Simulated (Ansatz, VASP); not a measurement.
CdBr and spin-orbit coupling, program beside program

The cell as given:

The structure is cubic, space group Fm-3m (No. 225). The conventional cell has a = 6.145 Å, b = 6.145 Å, c = 6.145 Å, α = 90.00°, β = 90.00°, γ = 90.00°. Cd (site symmetry m-3m) has 6 Br at 3.07 Å as nearest neighbours. Br (site symmetry m-3m) has 6 Cd at 3.07 Å as nearest neighbours.

Kept alike: task relaxation of cell and atoms; functional LDA; k mesh 6 × 6 × 6; occupations fermi-dirac, width 0.05 eV. The mesh is that of the run's cell of 2 atoms.

- A: Ansatz, Ansatz PAW, made for PBE, cutoff 420 eV
- B: VASP, LDA PAW files Br, Cd, 600 eV

| spin-orbit coupling | A: volume (Å³/atom) | B: volume (Å³/atom) |
| --- | --- | --- |
| off | 26.509 | 26.652 |
| on | 26.495 | 26.598 |

Values on potentials made for another functional: all of A. Values hold for each row's relaxed cell, which stops near the pressure aimed at (zero). Ansatz's stress holds its Pulay term.

**Question.** How large is the effect of spin-orbit coupling, and do the programs agree on it?

**Answer.** From off to on the volume moves by -0.014 in A, -0.054 in B (Å³/atom). Row by row the programs differ by 0.103 to 0.143, and the shifts point the same way but differ by 74 % of the larger.
